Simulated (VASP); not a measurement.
An input for Quantum ESPRESSO's pw.x (written as the equivalent of a VASP run, and not itself run):

```
&CONTROL
  calculation = 'vc-relax'
  pseudo_dir = './pseudo'
  outdir = './out'
  tprnfor = .true.
  tstress = .true.
  nstep = 60
  forc_conv_thr = 0.00078
/
&SYSTEM
  ibrav = 0
  nat = 5
  ntyp = 3
  ecutwfc = 84
  occupations = 'smearing'
  smearing = 'gaussian'
  degauss = 0.003675
  input_dft = 'rpbe'
/
&ELECTRONS
  conv_thr = 7.3e-08
  electron_maxstep = 100
/
&IONS
/
&CELL
/
ATOMIC_SPECIES
  Ba 137.327 Ba.upf
  Hf 178.490 Hf.upf
  O 15.999 O.upf
CELL_PARAMETERS angstrom
     4.2355795    0.0000000    0.0000000
     0.0000000    4.2355795   -0.0000000
     0.0000000    0.0000000    4.2355795
ATOMIC_POSITIONS crystal
  Ba   0.0000000  0.0000000  0.0000000
  Hf   0.5000000  0.5000000  0.5000000
  O    0.5000000  0.0000000  0.5000000
  O    0.0000000  0.5000000  0.5000000
  O    0.5000000  0.5000000  0.0000000
K_POINTS automatic
  5 5 5 0 0 0
```

Question: Write the VASP files for the same calculation (RPBE).

Answer: This is not unique; one that fits is 
KPOINTS:
```
Automatic mesh
0
Gamma
5 5 5
0 0 0
```

INCAR:
```
SYSTEM = BaHfO3
PREC = Accurate
ENCUT = 520
EDIFF = 1E-6
NELM = 100
ALGO = Normal
LREAL = .FALSE.
LASPH = .TRUE.
ISMEAR = 0
SIGMA = 0.05
GGA = RP
LMAXMIX = 6
LWAVE = .FALSE.
LCHARG = .FALSE.
IBRION = 2
ISIF = 3
NSW = 60
EDIFFG = -0.02
```

### POSCAR
```
BaHfO3
1
    4.2355795378     0.0000000000     0.0000000000
    0.0000000000     4.2355795378    -0.0000000000
    0.0000000000     0.0000000000     4.2355795378
Ba Hf O
1 1 3
Direct
  0.0000000000   0.0000000000   0.0000000000
  0.5000000000   0.5000000000   0.5000000000
  0.5000000000   0.0000000000   0.5000000000
  0.0000000000   0.5000000000   0.5000000000
  0.5000000000   0.5000000000   0.0000000000
```

POTCAR, in this order: Ba_sv Hf_pv O (PBE.64 set). Program: vasp_std.

What does not carry over: the potentials are each code's own (VASP's PAW set, PseudoDojo norm-conserving files in pw.x), so ENCUT and ecutwfc are chosen apart and not converted; conv_thr bounds pw.x's estimated SCF error, while EDIFF bounds the energy change between steps; forc_conv_thr acts on force components and is met together with etot_conv_thr.

The compound is BaHfO3 in the cubic perovskite structure. It was relaxed first. The start is the result of an earlier pass.
